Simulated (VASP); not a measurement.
```xyz
4
Lattice="5.0373 0.0000 0.0000 -2.5186 4.3624 0.0000 0.0000 0.0000 8.8692" Properties=species:S:1:pos:R:3 pbc="T T T"
Cs     0.0000     0.0000     0.0000
Cs     0.0000     0.0000     4.4346
Br     0.0000     2.9083     2.2173
Br     2.5186     1.4541     6.6519
```

All values below come from r2SCAN meta-GGA, VASP's PBE PAW potentials (set 64) (plane waves; VASP 6.6.1). Numerical set-up: 400 eV cut-off, 6×6×3 Γ-centred mesh, tetrahedra with Blöchl corrections, potentials Cs_sv Br.

Unless said otherwise, spin-orbit coupling is left out, though it shifts the bands of the heavy elements here.

Q: Give the energies of bands 6 to 19 at the high-symmetry points, in eV from the valence-band maximum.

A: 
| band | Γ | M | K | A | L | H |
|---|---|---|---|---|---|---|
| 6 | -6.40 | -6.61 | -6.52 | -6.43 | -6.57 | -6.58 |
| 7 | -6.40 | -6.48 | -6.52 | -6.36 | -6.48 | -6.50 |
| 8 | -6.33 | -6.47 | -6.50 | -6.36 | -6.48 | -6.50 |
| 9 | -6.33 | -6.38 | -6.50 | -6.36 | -6.43 | -6.43 |
| 10 | -6.29 | -6.23 | -6.23 | -6.36 | -6.43 | -6.43 |
| 11 | -0.71 | -0.70 | -0.51 | -0.42 | -0.44 | -0.48 |
| 12 | -0.28 | -0.47 | -0.40 | -0.42 | -0.44 | -0.48 |
| 13 | -0.28 | -0.34 | -0.40 | -0.15 | -0.27 | -0.24 |
| 14 | -0.07 | -0.16 | -0.27 | -0.15 | -0.27 | -0.24 |
| 15 | 0.00 | -0.09 | -0.27 | -0.15 | -0.19 | -0.19 |
| 16 | 0.00 | -0.03 | -0.01 | -0.15 | -0.19 | -0.19 |
| 17 | 4.88 | 5.70 | 6.71 | 5.91 | 6.27 | 7.14 |
| 18 | 6.00 | 6.75 | 6.71 | 5.91 | 6.27 | 7.14 |
| 19 | 7.24 | 7.22 | 7.00 | 6.87 | 7.44 | 7.21 |

The gap is direct, 4.88 eV, from the valence maximum at Γ to the conduction minimum at Γ.

The structure was generated: CsBr was put into the NiAs type type (P6_3/mmc), which need not be its known phase. It was relaxed first, which changed the volume by -17 %.
